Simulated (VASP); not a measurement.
The system is GdN.

```
Gd N
1.0
     0.00000    2.49900    2.49900
     2.49900    0.00000    2.49900
     2.49900    2.49900    0.00000
Gd N
1 1
Direct
  0.00000 0.00000 0.00000
  0.50000 0.50000 0.50000
```

The cell comes from a database or a generator and needn't be the stable form of this composition.

Base run:

```yaml
Program: VASP 6.6.1
Functional: r2SCAN
Potentials_or_basis: VASP PAW PBE potentials, release 64 (Gd, N)
Cutoff: 520 eV
k_mesh: 8 × 8 × 8
Occupations: fermi-dirac, width 0.05 eV
Spin: collinear spin, ferromagnetic start
Starting_moments: "[7.0, 0.0] μB"
Hubbard_terms: Gd f U = 2 eV
```

Its results: pressure -1.6 GPa; net moment 7.00 μB per cell; site moments Gd +6.81; N -0.13 μB.

Problem. The run is repeated on the same cell with these changes: hubbard terms from Gd f U = 2 eV to none. What comes out?

Solution. Pressure -2.2 GPa; net moment 7.00 μB per cell; site moments Gd +6.79; N -0.12 μB.

Caveats: the PAW data sets were made with another functional, which shifts forces and pressure a little; a cell with one magnetic atom can't hold antiferromagnetic order, which such compounds often take.
